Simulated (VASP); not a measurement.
# BaTi2Bi2O with r2SCAN + rVV10: from relaxation to properties, part 5 of 7

Wanted: the relaxed cell of BaTi2Bi2O and its properties. The start is a computed cell from the Materials Project.

VASP 6.6.1; r2SCAN with rVV10, no spin polarisation; plane waves and PAW (Ba_sv, Ti_sv, Bi_d, O).

Still holding for the runs below: This run has no spin polarisation, although Ti can carry a moment.

So far. Step 4 (Single point with fields (r2SCAN + rVV10)): In this run the pressure is -0.03 GPa, small enough to go on. Step 5 (Band structure (r2SCAN + rVV10)): There is no gap at this level. The relaxed cell has a = 4.097, c = 8.533 Å (conventional setting).

## Step 6: Total and projected DOS (r2SCAN + rVV10)

A density of states needs more k-points than a total energy; ISMEAR = -5 takes tetrahedra, and LORBIT projects the states on the PAW spheres. The mesh is finer than in the run before.

The input, INCAR:

```
SYSTEM = BaTi2Bi2O
PREC = Accurate
ENCUT = 520
EDIFF = 1E-06
NELM = 100
ISMEAR = -5
SIGMA = 0.05
LREAL = .FALSE.
ALGO = Normal
METAGGA = R2SCAN
LUSE_VDW = .TRUE.
IVDW_NL = 2
BPARAM = 11.95
CPARAM = 0.0093
LASPH = .TRUE.
NBANDS = 53
LORBIT = 11
LWAVE = .FALSE.
LCHARG = .FALSE.
KPAR = 4
NEDOS = 2001
```

The input, POSCAR:

```
BaTi2Bi2O
1.0
    4.0967754502      0.0000000000      0.0000000000
    0.0000000000      4.0967754502      0.0000000000
    0.0000000000      0.0000000000      8.5330466247
Ba Ti Bi O
1 2 2 1
Direct
    0.5000000000      0.5000000000      0.5000000000
    0.0000000000      0.5000000000      0.0000000000
    0.5000000000      0.0000000000      0.0000000000
    0.0000000000      0.0000000000      0.2475347964
    0.0000000000      0.0000000000      0.7524652036
    0.5000000000      0.5000000000      0.0000000000
```

The input, KPOINTS:

```
Automatic mesh
0
Gamma
8 8 4
0 0 0
```

The projector-augmented-wave data sets are Ba_sv, Ti_sv, Bi_d and O (PBE family, release 64).

Command:

```
mpirun -np 4 vasp_std
```

What it wrote:

```text
[... set-up lines as in an earlier step ...]
 entering main loop
       N       E                     dE             d eps       ncg     rms          rms(c)
Total rVV10 correction in eV:      1.6866360    72.6787400
Total rVV10 correction in eV:      1.6866360    72.6787400
Total rVV10 correction in eV:      1.6866360    72.6787400
Total rVV10 correction in eV:      1.6866360    72.6787400
DAV:   1     0.827218291944E+03    0.82722E+03   -0.34417E+04  4786   0.158E+03
DAV:   2    -0.547840307865E+02   -0.88200E+03   -0.83990E+03  4794   0.494E+02
DAV:   3    -0.191480823261E+03   -0.13670E+03   -0.13198E+03  6221   0.193E+02
DAV:   4    -0.204766152570E+03   -0.13285E+02   -0.13022E+02  7996   0.511E+01
DAV:   5    -0.205459855841E+03   -0.69370E+00   -0.69076E+00  6730   0.882E+00    0.193E+01
Total rVV10 correction in eV:      1.6683323    72.6787389
Total rVV10 correction in eV:      1.6683323    72.6787389
Total rVV10 correction in eV:      1.6683323    72.6787389
Total rVV10 correction in eV:      1.6683323    72.6787389
DAV:   6    -0.183917207839E+03    0.21543E+02   -0.42196E+01  6088   0.424E+01    0.104E+01
Total rVV10 correction in eV:      1.6831637    72.6787391
Total rVV10 correction in eV:      1.6831637    72.6787391
Total rVV10 correction in eV:      1.6831637    72.6787391
Total rVV10 correction in eV:      1.6831637    72.6787391
DAV:   7    -0.182126020768E+03    0.17912E+01   -0.10819E+01  5944   0.170E+01    0.542E+00
Total rVV10 correction in eV:      1.6834924    72.6787390
Total rVV10 correction in eV:      1.6834924    72.6787390
Total rVV10 correction in eV:      1.6834924    72.6787390
Total rVV10 correction in eV:      1.6834924    72.6787390
DAV:   8    -0.181918437944E+03    0.20758E+00   -0.10246E+00  6026   0.479E+00    0.220E+00
Total rVV10 correction in eV:      1.6916587    72.6787390
Total rVV10 correction in eV:      1.6916587    72.6787390
Total rVV10 correction in eV:      1.6916587    72.6787390
Total rVV10 correction in eV:      1.6916587    72.6787390
DAV:   9    -0.181936427350E+03   -0.17989E-01   -0.39349E-01  6346   0.293E+00    0.899E-01
Total rVV10 correction in eV:      1.6916669    72.6787390
Total rVV10 correction in eV:      1.6916669    72.6787390
Total rVV10 correction in eV:      1.6916669    72.6787390
Total rVV10 correction in eV:      1.6916669    72.6787390
DAV:  10    -0.181929790277E+03    0.66371E-02   -0.55146E-02  6052   0.128E+00    0.479E-01
Total rVV10 correction in eV:      1.6923596    72.6787390
Total rVV10 correction in eV:      1.6923596    72.6787390
Total rVV10 correction in eV:      1.6923596    72.6787390
Total rVV10 correction in eV:      1.6923596    72.6787390
DAV:  11    -0.181928493894E+03    0.12964E-02   -0.90784E-03  6187   0.537E-01    0.233E-01
Total rVV10 correction in eV:      1.6934807    72.6787390
Total rVV10 correction in eV:      1.6934807    72.6787390
Total rVV10 correction in eV:      1.6934807    72.6787390
Total rVV10 correction in eV:      1.6934807    72.6787390
DAV:  12    -0.181929390394E+03   -0.89650E-03   -0.21102E-03  6492   0.254E-01    0.547E-02
Total rVV10 correction in eV:      1.6937396    72.6787390
Total rVV10 correction in eV:      1.6937396    72.6787390
Total rVV10 correction in eV:      1.6937396    72.6787390
Total rVV10 correction in eV:      1.6937396    72.6787390
DAV:  13    -0.181929453833E+03   -0.63440E-04   -0.37012E-04  7239   0.834E-02    0.319E-02
Total rVV10 correction in eV:      1.6937132    72.6787390
Total rVV10 correction in eV:      1.6937132    72.6787390
Total rVV10 correction in eV:      1.6937132    72.6787390
Total rVV10 correction in eV:      1.6937132    72.6787390
DAV:  14    -0.181929479827E+03   -0.25993E-04   -0.21620E-05  6162   0.242E-02    0.154E-02
Total rVV10 correction in eV:      1.6936899    72.6787390
Total rVV10 correction in eV:      1.6936899    72.6787390
Total rVV10 correction in eV:      1.6936899    72.6787390
Total rVV10 correction in eV:      1.6936899    72.6787390
DAV:  15    -0.181929488115E+03   -0.82885E-05   -0.50843E-06  5603   0.132E-02    0.420E-03
Total rVV10 correction in eV:      1.6936851    72.6787390
Total rVV10 correction in eV:      1.6936851    72.6787390
Total rVV10 correction in eV:      1.6936851    72.6787390
Total rVV10 correction in eV:      1.6936851    72.6787390
DAV:  16    -0.181929492654E+03   -0.45390E-05   -0.64210E-07  3037   0.451E-03    0.163E-03
Total rVV10 correction in eV:      1.6936836    72.6787390
Total rVV10 correction in eV:      1.6936836    72.6787390
Total rVV10 correction in eV:      1.6936836    72.6787390
Total rVV10 correction in eV:      1.6936836    72.6787390
DAV:  17    -0.181929492391E+03    0.26272E-06   -0.13567E-07  2845   0.237E-03
Total rVV10 correction in eV:      1.6936840    72.6787390
Total rVV10 correction in eV:      1.6936840    72.6787390
Total rVV10 correction in eV:      1.6936840    72.6787390
Total rVV10 correction in eV:      1.6936840    72.6787390
Total rVV10 correction in eV:      1.6936843    72.6787390
Total rVV10 correction in eV:      1.6936843    72.6787390
Total rVV10 correction in eV:      1.6936843    72.6787390
Total rVV10 correction in eV:      1.6936843    72.6787390
   1 F= -.18192949E+03 E0= -.18192949E+03  d E =0.000000E+00
 -----------------------------------------------------------------------------
|                                                                             |
|           W    W    AA    RRRRR   N    N  II  N    N   GGGG   !!!           |
|           W    W   A  A   R    R  NN   N  II  NN   N  G    G  !!!           |
|           W    W  A    A  R    R  N N  N  II  N N  N  G       !!!           |
|           W WW W  AAAAAA  RRRRR   N  N N  II  N  N N  G  GGG   !            |
|           WW  WW  A    A  R   R   N   NN  II  N   NN  G    G                |
|           W    W  A    A  R    R  N    N  II  N    N   GGGG   !!!           |
|                                                                             |
|     Tetrahedron method does not include variations of the Fermi             |
|     occupations, so forces and stress will be inaccurate. We suggest        |
|     using a different smearing scheme ISMEAR = 1 or 2 for metals in         |
|     relaxations.                                                            |
|                                                                             |
 -----------------------------------------------------------------------------
```

Wall time 7.1 min (4 MPI ranks of AMD EPYC 7R43, shared host); peak memory 2.6 GiB; 28 min of CPU time.

Parts of OUTCAR (step 6):

```text
   k-points           NKPTS =     45   k-points in BZ     NKDIM =     45   number of bands    NBANDS=     53

   NELECT =      70.0000    total number of electrons

 E-fermi :   6.9015

 k-point     1 :       0.0000    0.0000    0.0000
  band No.  band energies     occupation
    ...
     31       4.9245      2.00000
     32       5.3386      2.00000
     33       5.6524      2.00000
     34       6.4166      2.00000
     35       6.9387      1.97695
     36       7.0541      0.04273
     37       7.0541      0.00000
     38       7.7901      0.00000
     39       8.2165      0.00000
     40       8.2165      0.00000
    ...

  Total        0.0513325      0.0513325     -0.2625548      0.0000000      0.0000000      0.0000000
  in kB        0.5742684      0.5742684     -2.9372583      0.0000000      0.0000000      0.0000000
  external PRESSURE =      -0.5962405 kB  Pullay stress =       0.0000000 kB

 POSITION                                       TOTAL-FORCE (eV/Angst)
 -----------------------------------------------------------------------------------
      2.04839      2.04839      4.26652         0.000000      0.000000      0.000000
      0.00000      2.04839      0.00000         0.000000      0.000000      0.000000
      2.04839      0.00000      0.00000         0.000000      0.000000      0.000000
      0.00000      0.00000      2.11223         0.000000     -0.000000      0.001363
      0.00000      0.00000      6.42082        -0.000000      0.000000     -0.001363
      2.04839      2.04839      0.00000         0.000000      0.000000      0.000000
 -----------------------------------------------------------------------------------
    total drift:                                0.000000     -0.000000      0.000000

  FREE ENERGIE OF THE ION-ELECTRON SYSTEM (eV)
  ---------------------------------------------------
  free  energy   TOTEN  =      -181.9294923914 eV

  energy  without entropy=     -181.9294923914  energy(sigma->0) =     -181.92949239

[... 6 parts as in an earlier step ...]

[... 10 further parts left out ...]
```

With tetrahedra the forces and stress of a metal are not exact derivatives of the energy.

Numbers from this step:

```yaml
scf_cycles: 17
irreducible_k_points: 45
free_energy_toten: -181.9295 eV
fermi_energy: 6.902 eV
pressure: -0.05962 GPa
dos_at_the_fermi_level: 3.106 states/eV/cell
```

The density of states has structure finer than the step of the table below, so its rows give means over 0.5 eV, whole bins alone (the curve runs from -12.0 to 1.85 eV). Peaks (eV: height): total -11.01: 7.38, -5.93: 8.30, 1.25: 12.8, 1.63: 11.4; Ti d -1.51: 2.00, -0.17: 3.32, 1.25: 8.69, 1.63: 7.14; Bi p -3.76: 1.47, -2.71: 1.52, -1.51: 1.33, 1.25: 0.385; Ba d -3.76: 0.142, 1.10: 0.526, 1.63: 0.818; O p -7.20: 1.66, -5.93: 4.19.

States under -12.0 eV and over 1.9 eV are left out. Density of states against energy, zero at the Fermi level; means over each step; 7 of 9 lines; values in states/eV/cell:

```csv
energy (eV),total,Ti d,Bi p,Ba d,O p,Ti p,Ti s
-11.5,2.82,0.0146,0.00894,0.00477,0.00710,0.0221,0.0372
-11.0,4.84,0.0544,0.00727,0.0126,0.00598,0.0389,0.0110
-10.5,0.0540,7.7e-4,7.0e-5,4.4e-5,1.5e-5,2.4e-4,3.0e-5
-10.0,0,0,0,0,0,0,0
-9.5,0,0,0,0,0,0,0
-9.0,0,0,0,0,0,0,0
-8.5,0,0,0,0,0,0,0
-8.0,0,0,0,0,0,0,0
-7.5,1.37,0.220,0.00804,3.0e-4,0.698,0.0119,0.0793
-7.0,2.17,0.301,0.0124,4.7e-4,1.15,0.0482,0.103
-6.5,1.61,0.163,0.00999,2.5e-4,0.897,0.0786,0.0503
-6.0,4.58,0.359,0.0692,0.00266,2.40,0.186,0.0273
-5.5,2.08,0.0969,0.0367,0.00237,1.13,0.0771,0.00352
-5.0,0.261,0.0112,0.0202,8.1e-4,0.105,0.00348,0.00429
-4.5,0.515,0.0607,0.117,0.00357,0.0183,0.00448,0.0266
-4.0,2.31,0.235,0.598,0.0398,0.0372,0.0273,0.0951
-3.5,3.53,0.369,0.970,0.0895,0.0521,0.0543,0.0869
-3.0,3.25,0.313,0.937,0.0816,0.0844,0.0530,0.0276
-2.5,4.76,0.648,1.39,0.106,0.127,0.0687,0.0298
-2.0,3.59,0.751,1.01,0.0772,0.0558,0.0549,0.0140
-1.5,4.38,1.22,1.05,0.102,0.0930,0.0722,0.0194
-1.0,1.67,0.461,0.411,0.0362,0.0397,0.0382,0.00655
-0.5,1.89,0.995,0.173,0.0474,0.0415,0.0132,0.00762
0.0,3.39,1.97,0.252,0.0691,0.0609,0.0214,0.0206
0.5,3.73,1.92,0.187,0.309,0.0581,0.0143,0.0192
1.0,7.21,4.37,0.246,0.464,0.136,0.0313,0.0319
1.5,8.77,5.71,0.195,0.520,0.258,0.0209,0.0345
```

The finer mesh and the other smearing move the Fermi level by -0.01 eV from the 6×6×3 run, a small shift, which tests the Fermi level alone. Of the states within 0.3 eV of the Fermi level, the largest shares in the PAW spheres are Ti d 58 % and Bi p 8 %. The rest lies in smaller channels or between the spheres.

(Continued in part 6 of 7.)

[Lines on the potential files, build, host, timing and source positions are cut from VASP's logs without a mark.]

[Logs are printed without paths, hosts, clocks, repeated set-up lines and the standing remarks that a program may print on its own settings, such as how far it seeks lower states.]

[Hosts, paths, dates, database ids (printed as entryN), source tags and the programs' standing remarks are cut or masked in the printed files.]

[A measured line is paired with the nearest computed mode of its activity, which favours agreement.]
